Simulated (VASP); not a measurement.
# GeOs3 (Pm-3m) in VASP: a series of runs, part 2 of 2

VASP 6.6.1. The steps go on from the part before.

**5. Relaxation of cell and atoms, PBE (species swapped into the HoPd3 type (Pm-3m, No. 221))**

File INCAR:

```
  PREC = Accurate
  ENCUT = 600
  EDIFF = 1E-6
  ISMEAR = 0
  SIGMA = 0.1
  LREAL = False
  LASPH = True
  NELM = 60
  ALGO = Fast
  ISIF = 3
  LWAVE = False
  LCHARG = False
  GGA = PE
  IBRION = 2
  NSW = 90
  EDIFFG = -0.04
```

File KPOINTS:

```
Automatic mesh
0
Gamma
  4 4 4
```

File POSCAR:

```
GeOs3
1.0
    3.9722982000      0.0000000000      0.0000000000
    0.0000000000      3.9722982000      0.0000000000
    0.0000000000      0.0000000000      3.9722982000
Ge Os
1 3
Direct
    0.0000000000      0.0000000000      0.0000000000
    0.5000000000      0.0000000000      0.5000000000
    0.0000000000      0.5000000000      0.5000000000
    0.5000000000      0.5000000000      0.0000000000
```

Potentials or basis: VASP PAW PBE potentials, release 64 (Ge_d, Os).

The run is started by

```console
$ cat potpaw_PBE.64/Ge_d/POTCAR potpaw_PBE.64/Os/POTCAR > POTCAR
$ mpirun -np 1 vasp_std > vasp.out
```

OUTCAR:

```text
PREC = Accurate
   ENCUT = 600
   EDIFF = 1E-6
   ISMEAR = 0
   LREAL = False
   LASPH = True
   NELM = 60
   ISIF = 3
   GGA = PE
   IBRION = 2
   NSW = 90
   EDIFFG = -0.04

 ion  position               nearest neighbor table
   1  0.000  0.000  0.000-   2 2.81   3 2.81   4 2.81   2 2.81   3 2.81   3 2.81   4 2.81   3 2.81
                             2 2.81   4 2.81   2 2.81   4 2.81
   2  0.500  0.000  0.500-   1 2.81   3 2.81   4 2.81   1 2.81   4 2.81   3 2.81   4 2.81   4 2.81
                             1 2.81   3 2.81   1 2.81   3 2.81
   3  0.000  0.500  0.500-   1 2.81   2 2.81   4 2.81   1 2.81   4 2.81   1 2.81   2 2.81   1 2.81
                             2 2.81   4 2.81   4 2.81   2 2.81
   4  0.500  0.500  0.000-   1 2.81   2 2.81   3 2.81   2 2.81   3 2.81   1 2.81   2 2.81   2 2.81
                             1 2.81   3 2.81   3 2.81   1 2.81

  LATTYP: Found a simple cubic cell.
 ALAT       =     3.9722982000

  Lattice vectors:

[... 215 lines left out ...]
 fundamental gap:      0.0652298301
 Fermi energy:        11.6155387491

 k-point     1 :       0.0000    0.0000    0.0000
  band No.  band energies     occupation
      1     -13.6831      2.00000
      2     -13.6831      2.00000
      3     -13.6825      2.00000
      4     -13.6825      2.00000
      5     -13.6825      2.00000
      6      -2.7268      2.00000
[... 324 lines left out ...]
--------------------------------------- Ionic step        4  -------------------------------------------

 number of electron      38.0000016 magnetization

 Free energy of the ion-electron system (eV)
  ---------------------------------------------------
  ext. energy  EPLUGINS =         0.00000000
  ---------------------------------------------------
  free energy    TOTEN  =       -35.69666955 eV

  energy without entropy =      -35.64131434  energy(sigma->0) =      -35.66899194

 E-fermi :   8.8041     XC(G=0): -13.4924

 val. band max:        8.8032207548   @ k =   0.5000   0.2500   0.2500
 cond. band min:       8.8058601518   @ k =   0.5000   0.5000   0.5000
 fundamental gap:      0.0026393971
 Fermi energy:         8.8040557032

 k-point     1 :       0.0000    0.0000    0.0000
  band No.  band energies     occupation
      1     -16.0809      2.00000
      2     -16.0809      2.00000
      3     -16.0804      2.00000
      4     -16.0804      2.00000
      5     -16.0804      2.00000
      6      -3.6396      2.00000
[... 280 lines left out ...]
  FREE ENERGIE OF THE ION-ELECTRON SYSTEM (eV)
  ---------------------------------------------------
  free  energy   TOTEN  =       -35.6966695473 eV

  energy  without entropy=      -35.6413143351  energy(sigma->0) =      -35.66899194

 reached required accuracy - stopping structural energy minimisation
```

CONTCAR:

```text
GeOs3
   1.00000000000000
     3.8844984440647674    0.0000000000000000   -0.0000000000000000
     0.0000000000000000    3.8844984440647674    0.0000000000000000
     0.0000000000000000    0.0000000000000000    3.8844984440647674
  Ge              Os
     1     3
Direct
     0.0000000000000000    0.0000000000000000    0.0000000000000000
     0.5000000000000000    0.0000000000000000    0.5000000000000000
     0.0000000000000000    0.5000000000000000    0.5000000000000000
     0.5000000000000000    0.5000000000000000    0.0000000000000000

  0.00000000E+00  0.00000000E+00  0.00000000E+00
  0.00000000E+00  0.00000000E+00  0.00000000E+00
  0.00000000E+00  0.00000000E+00  0.00000000E+00
  0.00000000E+00  0.00000000E+00  0.00000000E+00
```

It took 60 s on 1 thread of Intel Xeon Platinum 8488C (Sapphire Rapids), shared host; peak memory 0.19 GiB.

What came out:

```yaml
Free_energy: -35.6967 eV
Relaxed_volume: 14.65 Å³/atom
Relaxed_cell: a = 3.884 Å, b = 3.884 Å, c = 3.884 Å, α = 90.00°, β = 90.00°, γ = 90.00°
Space_group_after_relaxing_to_0.05_Å: Pm-3m (No. 221)
Energy_gained_by_relaxing: 58.1 meV/atom
Ionic_steps: 4
Pressure_after_relaxing: -0.3 GPa
Band_gap_on_the_k_mesh: none (metal or under the smearing width)
```

The path:
```
step  energy change (eV)  largest force (eV/Å)  pressure (GPa)  volume (Å³)
   1              0.0000                0.0000          -16.88        62.68
   2              1.8477                0.0000           82.35        48.86
   3             -0.2313                0.0000           -1.26        58.80
   4             -0.2322                0.0000           -0.34        58.61
```

Final structure:
```
Ge Os
1.0
     3.88450    0.00000    0.00000
     0.00000    3.88450    0.00000
     0.00000    0.00000    3.88450
Ge Os
1 3
Cartesian
  0.0000 0.0000 0.0000
  1.9422 0.0000 1.9422
  0.0000 1.9422 1.9422
  1.9422 1.9422 0.0000
```

Caveat: the k mesh is coarse (spacing up to 0.40 Å⁻¹), so the values aren't converged. Spin-orbit coupling is left out, which matters for the levels of Os.

**6. Single point, PBE (species swapped into the HoPd3 type (Pm-3m, No. 221))**

File INCAR:

```
PREC = Accurate
ENCUT = 520
EDIFF = 1E-6
ISMEAR = 0
SIGMA = 0.1
LREAL = False
LASPH = True
NELM = 80
ALGO = Normal
ISIF = 2
LWAVE = False
LCHARG = False
GGA = PE
NBANDS = 27
```

KPOINTS is that of step 5.

POSCAR is that of step 5.

Potentials or basis: VASP PAW PBE potentials, release 64 (Ge_d, Os).

The run is started by

```console
$ cat potpaw_PBE.64/Ge_d/POTCAR potpaw_PBE.64/Os/POTCAR > POTCAR
$ mpirun -np 1 vasp_std > vasp.out
```

Wall time 16 s (1 thread of Intel Xeon Platinum 8488C (Sapphire Rapids), shared host); peak memory 0.17 GiB.

Results (log left out):

| Quantity | Value |
| --- | --- |
| Free energy | -35.4622 eV |
| Pressure | -17.0 GPa |
| Band gap on the k mesh | none (metal or under the smearing width) |

Levels at points of the mesh, in eV from the Fermi level:
| k point | band 15 | band 16 | band 17 | band 18 | band 19 | band 20 | band 21 | band 22 | band 23 | band 24 |
| --- | --- | --- | --- | --- | --- | --- | --- | --- | --- | --- |
| (0.00, 0.00, 0.00) | -1.02 | -0.80 | -0.80 | -0.80 | 1.02 | 1.02 | 2.08 | 2.22 | 2.87 | 2.87 |
| (0.50, 0.00, 0.00) | -1.96 | -1.72 | -1.06 | -0.66 | -0.66 | -0.41 | 1.20 | 1.44 | 2.88 | 4.61 |
| (0.50, 0.50, 0.00) | -2.13 | -1.21 | -1.03 | -1.03 | -1.00 | -0.02 | 0.10 | 0.18 | 3.32 | 3.32 |
| (0.50, 0.50, 0.50) | -2.46 | -0.96 | -0.96 | -0.96 | -0.03 | -0.03 | 0.01 | 1.23 | 2.28 | 2.28 |

Caveat: the k mesh is coarse (spacing up to 0.40 Å⁻¹), so the values aren't converged; so large a pressure means that the cell lies far from this level's equilibrium, or that cutoff or potentials fall short. Spin-orbit coupling is left out, which matters for the levels of Os.

**7. Overview**

| task | cell | k mesh | cutoff (eV) | mesh quality | gap on the mesh (eV) | pressure (GPa) | relaxed volume (Å³/atom) |
| --- | --- | --- | --- | --- | --- | --- | --- |
| single point | species swapped into the HoPd3 type (Pm-3m, No. 221) | 12 × 12 × 12 | 520 | not flagged | none | 0.3 | - |
| relaxation of cell and atoms | relaxed from: species swapped into the HoPd3 type (Pm-3m, No. 221) | 12 × 12 × 12 | 600 | not flagged | none | 0.0 | 14.60 |
| single point | species swapped into the HoPd3 type (Pm-3m, No. 221) | 4 × 4 × 4 | 520 | coarse | none | -17.0 | - |
| relaxation of cell and atoms | relaxed from: species swapped into the HoPd3 type (Pm-3m, No. 221) | 4 × 4 × 4 | 600 | coarse | none | -0.3 | 14.65 |

Alike in all rows: level PBE; potentials or basis VASP PAW PBE potentials, release 64 (Ge_d, Os); no spin polarisation; smearing gaussian 0.1 eV.

Caveats: some runs use coarse meshes; so large a pressure means that the cell lies far from this level's equilibrium, or that cutoff or potentials fall short (some runs).

Total energies depend on the potentials used, so only differences within one code and one set of settings carry meaning.
